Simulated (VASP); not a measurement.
Runs of VASP 6.6.1 on MoS2. It takes space group P6_3/mmc (No. 194, hexagonal). The conventional cell has a = 3.161 Å, b = 3.161 Å, c = 15.983 Å, α = 90.00°, β = 90.00°, γ = 120.00°. Mo (site symmetry -6m2) is surrounded by 6 S at 2.40 Å. S (site symmetry 3m) is surrounded by 3 Mo at 2.40 Å. The cell was built by a generator and needn't be a form met in nature.

| level | potentials or basis | further INCAR settings | gap on the mesh (eV) | pressure (GPa) | largest force (eV/Å) |
| --- | --- | --- | --- | --- | --- |
| optB86b-vdW | VASP PAW PBE potentials, release 64 (Mo_sv, S) | ALGO = Fast; EDIFF = 1e-06 | 1.86 | 0.2 | 0.14 |
| SCAN | VASP PAW PBE potentials, release 64 (Mo_sv, S) | ALGO = Normal; EDIFF = 1e-06 | 1.98 | -0.2 | (a) |
| LDA | VASP PAW LDA potentials, release 64 (Mo_sv, S) | ALGO = Fast; EDIFF = 1e-06 | 1.87 | -3.9 | 0.47 |
| PBEsol | VASP PAW PBE potentials, release 64 (Mo_sv, S) | ALGO = Fast; EDIFF = 1e-06 | 1.88 | -2.0 | (b) |
| vdW-DF2 | VASP PAW PBE potentials, release 64 (Mo_sv, S) | ALGO = Fast; EDIFF = 1e-06 | 1.83 | 9.2 | 1.08 |
| PBE+D4 | VASP PAW PBE potentials, release 64 (Mo_sv, S) | ALGO = Fast; EDIFF = 1e-06 | 1.87 | (c) | 0.01 |

Alike in all rows: task single point; no spin polarisation; cell as given; k mesh 8 × 8 × 2; cutoff (eV) 520; smearing fermi-dirac 0.05 eV.

Q: Fill in the values left out.

A: (a) 0.17; (b) 0.25; (c) -0.8.

Caveats: the PAW data sets were made with another functional, which shifts forces and pressure a little (some runs); this functional lacks dispersion, which binds the layers, so the pressure and a relaxed spacing across them are unreliable (some runs).

A k mesh can miss the band edges, and the runs leave out spin-orbit coupling on Mo.

Not every run made on this cell is shown here.
